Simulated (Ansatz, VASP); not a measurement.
# Cross-check of GaMoPt (GaMoPt in the AlB2 type) between VASP and Ansatz, part 2 of 2

One calculation is typed for both programs; each brings its own data sets. How far apart do they land? The cell is generated by rule, not measured, and may not be a known phase. The cell is taken from a series of runs on this material, whose earlier steps may have relaxed, scaled, displaced or heated it; both programs get it as it stands.

VASP 6.6.1 and Ansatz 0.2.0.

So far: Set-up; VASP: relaxation of cell and atoms, PBE, pair 1; Ansatz: relaxation of cell and atoms, PBE, pair 1; Differences.

## 5. VASP: relaxation of cell and atoms, PBE, pair 2

Level of this step: PBE; plane waves and PAW (Mo_sv, Ga_d, Pt); invented cell (VASP).

The relaxed volume is the usual yardstick between codes: in a stiff, nearly cubic crystal its relative difference is about their pressure difference at one cell divided by the bulk modulus.

Input file INCAR:

```
SYSTEM = GaMoPt
PREC = Accurate
ENCUT = 500
EDIFF = 1E-07
NELM = 120
ISMEAR = 1
SIGMA = 0.2
LREAL = .FALSE.
ALGO = Normal
GGA = PE
NBANDS = 24
LASPH = .TRUE.
LORBIT = 11
LWAVE = .FALSE.
LCHARG = .FALSE.
ISIF = 3
IBRION = 2
NSW = 80
EDIFFG = -0.005
GGA_COMPAT = .FALSE.
NELMIN = 4
KPAR = 2
```

Input file POSCAR:

```
GaMoPt
1.0
    4.3808470000     -0.0000030000      0.0000000000
   -2.1904210000      3.7939260000      0.0000000000
    0.0000000000      0.0000000000      2.7694110000
Mo Ga Pt
1 1 1
Direct
    0.0000000000      0.0000000000      0.0000000000
    0.3333333333      0.6666666667      0.5000000000
    0.6666666667      0.3333333333      0.5000000000
```

Input file KPOINTS:

```
Automatic mesh
0
Gamma
9 9 9
0 0 0
```

Potentials, in the order of the species: Mo_sv, Ga_d and Pt (PBE family, release 64).

Command:

```sh
$ mpirun -np 2 vasp_std
```

Numbers of over 12 decimals in the logs are rounded to 6 here.

The log of the run:

```text
[... set-up lines as in an earlier step ...]
 entering main loop
       N       E                     dE             d eps       ncg     rms          rms(c)
DAV:   1     0.318161649201E+03    0.31816E+03   -0.18163E+04  3064   0.227E+03
DAV:   2    -0.757399447851E+00   -0.31892E+03   -0.31042E+03  3208   0.544E+02
DAV:   3    -0.216442858580E+02   -0.20887E+02   -0.20551E+02  3432   0.114E+02
DAV:   4    -0.219925093086E+02   -0.34822E+00   -0.34776E+00  3256   0.161E+01
[...]
DAV:  13    -0.205334115058E+02   -0.11835E-05   -0.23944E-06  3344   0.122E-02    0.293E-03
DAV:  14    -0.205334113255E+02    0.18024E-06   -0.10044E-07  2176   0.274E-03    0.776E-04
DAV:  15    -0.205334112520E+02    0.73539E-07   -0.18329E-08  1576   0.137E-03
   1 F= -.20533411E+02 E0= -.20535435E+02  d E =-.205334E+02
[...]
N       E                     dE             d eps       ncg     rms          rms(c)
DAV:   1    -0.205396452113E+02   -0.62339E-02   -0.21423E-01  3024   0.370E+00    0.455E-01
[...]
DAV:   5    -0.205338794667E+02    0.25051E-04   -0.66964E-05  3640   0.599E-02    0.124E-02
DAV:   6    -0.205338788021E+02    0.66458E-06   -0.51581E-06  3760   0.166E-02    0.442E-03
DAV:   7    -0.205338787910E+02    0.11139E-07   -0.28291E-07  3072   0.472E-03
   2 F= -.20533879E+02 E0= -.20536128E+02  d E =-.467539E-03
 trial-energy change:   -0.000468  1 .order   -0.000451   -0.001098    0.000195
 step:   0.8583(harm=  0.8492)  dis= 0.00000  next Energy=   -20.533893 (dE=-0.481E-03)
[...]
N       E                     dE             d eps       ncg     rms          rms(c)
DAV:   1    -0.205340068929E+02   -0.12809E-03   -0.42982E-03  3008   0.525E-01    0.645E-02
DAV:   2    -0.205339184567E+02    0.88436E-04   -0.15052E-04  3312   0.102E-01    0.305E-02
DAV:   3    -0.205338926989E+02    0.25758E-04   -0.60505E-05  3640   0.549E-02    0.107E-02
DAV:   4    -0.205338913458E+02    0.13531E-05   -0.96738E-06  3184   0.210E-02    0.707E-03
DAV:   5    -0.205338907222E+02    0.62360E-06   -0.11163E-06  3440   0.813E-03    0.178E-03
DAV:   6    -0.205338906868E+02    0.35421E-07   -0.10338E-07  2344   0.238E-03
   3 F= -.20533891E+02 E0= -.20536113E+02  d E =-.479435E-03
[...]
reached required accuracy - stopping structural energy minimisation
```

From OUTCAR (step 5):

```text
  Total        0.0003260      0.0003260     -0.0032534     -0.0000000      0.0000000      0.0000000
  in kB        0.0113534      0.0113534     -0.1132999     -0.0000000      0.0000000      0.0000000
  external PRESSURE =      -0.0301977 kB  Pullay stress =       0.0000000 kB

 POSITION                                       TOTAL-FORCE (eV/Angst)
 -----------------------------------------------------------------------------------
      0.00000     -0.00000      0.00000         0.000000     -0.000000      0.000000
      0.00000      2.53257      1.38041         0.000000     -0.000000      0.000000
      2.19327      1.26628      1.38041        -0.000000      0.000000      0.000000
 -----------------------------------------------------------------------------------
    total drift:                                0.000001     -0.000001     -0.000000

  FREE ENERGIE OF THE ION-ELECTRON SYSTEM (eV)
  ---------------------------------------------------
  free  energy   TOTEN  =       -20.5338906868 eV

  energy  without entropy=      -20.5405589626  energy(sigma->0) =      -20.53611345

[... 1 part as in an earlier step ...]

[... 3 further parts left out ...]
[key lines of the parts left out:]
E-fermi :  10.7811
```

## 6. Ansatz: relaxation of cell and atoms, PBE, pair 2

The same cell, functional, mesh and smearing now go to Ansatz, which takes its cutoff from its data sets.

The cell is taken from a series of runs on this material, whose earlier steps may have relaxed, scaled, displaced or heated it; both programs get it as it stands.

Input file input.yaml:

```yaml
crystal:
  lattice:
    - [4.380846789, -3.3194e-06, 0.0]
    - [-2.1904205198, 3.793926269, 0.0]
    - [0.0, 0.0, 2.7694111671]
  atoms:
    - { symbol: Mo, position: [0.0, 0.0, 0.0] }
    - { symbol: Ga, position: [0.3333333333, 0.6666666667, 0.5] }
    - { symbol: Pt, position: [0.6666666667, 0.3333333333, 0.5] }
kpoints:
  mp_grid: { grid: [9, 9, 9] }
hamiltonian:
  xc: pbe
  pseudopotentials: { kind: paw, azcp: { folder: soft_1 } }
scf:
  occupations: { method: methfessel_paxton, width: 0.2 }
output:
  forces: true
  stress: true
  eigenvalues: true
relax:
  adjacent_minimum: "off"
  f_tol: 0.001
  max_steps: 60
  cell: { stress_tol: 0.01 }
```

Command:

```sh
$ ansatz run input.yaml --threads 4 --pin off --max-ram 12288MiB --backend cpu --events-out ev --progress --plain --runs-dir out
```

The log of the run:

```text
[...]
Crystal: 3 atoms, lattice volume = 46.029 Å³
Basis set: ecut = 420 eV, 915 PW (Γ), exchange–correlation on 60×60×40 points (8 copies of the dense FFT grid, shifted against one another)
Bands: 27, of which v1, the nominal top of the filled ones, is band 23 counted from 1 (22 counted from 0)
Symmetry: 12 space group operations
[...]
k-points: 60 of 729 (time reversal used)
[...]
--- Relaxed structure (4 steps of the walk, 4 accepted, 1 SCFs on fresh bases) ---
[...]
cell:  # Å, volume = 45.9691 Å³
    - [4.384791, -3.3223975347729945e-6, -1.7858394622797174e-19]
    - [-2.192393, 3.797342, 0]
    - [-1.1289424140428154e-19, 0, 2.760816]
  atoms:
    - { symbol: Mo, position: [0, 0, 0] }
    - { symbol: Ga, position: [0.333333, 0.666667, 0.500000] }
    - { symbol: Pt, position: [0.666667, 0.333333, 0.500000] }
[key lines of the parts left out:]
SCF converged after 6 iterations
Free energy (F): -21264.389573 eV
Fermi energy:    19.361246 eV
P = ⅓ Tr σ = -0.0017 GPa (-0.017 kbar)
```

## 7. Differences

What differs besides the data sets and the points named for the pairs above, as far as they apply: the data sets hold 45 valence electrons in Ansatz (on its PAW soft_1 files) and 37 in VASP. Total energies have different zeros and are not compared.

The two programs side by side:

```csv
quantity,Ansatz,VASP,difference
volume (Å³),45.97,46.01,-0.08 %
"edge a after relaxation, in the typed setting (Å)",4.385,4.386,-0.04 %
"edge c after relaxation, in the typed setting (Å)",2.761,2.761,+0.00 %
```

## 8. What came out

```json
{"difference in volume (relaxation of cell and atoms, PBE, pair 1)": "-0.082 %", "difference in volume (relaxation of cell and atoms, PBE, pair 2)": "-0.080 %"}
```

The difference in volume is -0.082 % (relaxation of cell and atoms, PBE, pair 1), within the 1.2 % picked in this series as the mark of a large difference, as far as the stopping tolerances let one tell. The data sets hold unlike numbers of valence electrons (45 in Ansatz and 37 in VASP), so part of the differences comes from the potentials. How closely two codes agree says nothing of how well the functional describes the real material.

[Lines on the potential files, build, host, timing and source positions are cut from VASP's logs without a mark.]

[Logs are printed without paths, hosts, clocks, repeated set-up lines and the standing remarks that a program may print on its own settings, such as how far it seeks lower states.]

[Hosts, paths, dates, database ids (printed as entryN), source tags and the programs' standing remarks are cut or masked in the printed files.]
